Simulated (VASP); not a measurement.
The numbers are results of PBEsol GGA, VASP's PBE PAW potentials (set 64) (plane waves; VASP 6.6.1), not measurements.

Input for VASP

File POSCAR:
```
Cs
1
   -3.0019723234     3.0019723234     3.0019723234
    3.0019723234    -3.0019723234     3.0019723234
    3.0019723234     3.0019723234    -3.0019723234
Cs
1
Direct
  0.0000000000   0.0000000000   0.0000000000
```

### KPOINTS
```
Automatic mesh
0
gamma
8 8 8
```

**INCAR**
```
LWAVE  =  .FALSE.
LASPH  =  .TRUE.   ! aspherical one-centre terms
LCHARG  =  .FALSE.
LREAL  =  .FALSE.
ALGO  =  Normal   ! blocked Davidson
SYSTEM  =  Cs
ENCUT  =  480
GGA  =  PS   ! PBEsol
ISMEAR  =  1   ! Methfessel-Paxton
PREC  =  Accurate
SIGMA  =  0.1   ! width (eV)
NELM  =  100
LMAXMIX  =  4
EDIFF  =  1E-7   ! SCF stop (eV)
ISIF  =  2
```

POTCAR, in this order: Cs_sv (PBE.64 set). Program: vasp_std.

Problem. What will the output report for the number of irreducible k-points (NKPTS), number of bands (NBANDS), largest plane-wave count, number of space-group operations, FFT grid (NGX, NGY, NGZ)?

Solution. 
The number of irreducible k-points (NKPTS) is 29 and the number of bands (NBANDS) is 8. The largest plane-wave count is 2616. The number of space-group operations is 48 and the FFT grid (NGX, NGY, NGZ) comes out as 40 × 40 × 40.

The compound is Cs in the bcc structure. It was relaxed first.
